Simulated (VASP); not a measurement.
# CaZr: single point with PBE

Crystal: CaZr.

```
CELL_PARAMETERS angstrom
3.85714 0.00000 0.00000
0.00000 3.85714 0.00000
0.00000 0.00000 3.85714
ATOMIC_POSITIONS crystal
Ca 0.00000 0.00000 0.00000
Zr 0.50000 0.50000 0.50000
```

The cell was built by a generator and needn't be a form met in nature.

The cell isn't the ideal one: species swapped into the TaTc type (Pm-3m, No. 221).

```json
{"Program": "VASP 6.6.1", "Task": "single point", "Functional": "PBE", "Potentials or basis": "VASP PAW PBE potentials, release 64 (Ca_sv, Zr_sv)", "Cutoff": "520 eV", "k mesh": "6 × 6 × 6", "Occupations": "gaussian, width 0.1 eV", "Spin": "no spin polarisation"}
```

```yaml
Pressure: 0.4 GPa
Band_gap_on_the_k_mesh: none (metal or under the smearing width)
```

Levels at points of the mesh, in eV from the Fermi level:
```tsv
k point	band 7	band 8	band 9	band 10	band 11	band 12	band 13	band 14	band 15	band 16
(0.00, 0.00, 0.00)	-21.47	-21.47	-4.74	-1.38	-1.38	1.52	1.52	1.52	4.07	4.07
(0.50, 0.00, 0.00)	-21.47	-21.47	-2.44	-1.66	-0.35	0.95	0.95	1.97	2.07	3.11
(0.50, 0.50, 0.00)	-21.55	-21.46	-1.81	-1.78	0.27	0.27	0.90	0.90	2.88	3.01
(0.50, 0.50, 0.50)	-21.56	-21.56	-0.67	-0.67	-0.67	0.78	0.78	0.78	2.96	2.96
```

It took 19 s on 1 thread of Intel(R) Xeon(R) Platinum 8488C (Sapphire Rapids) (shared host), peak memory 0.17 GiB.
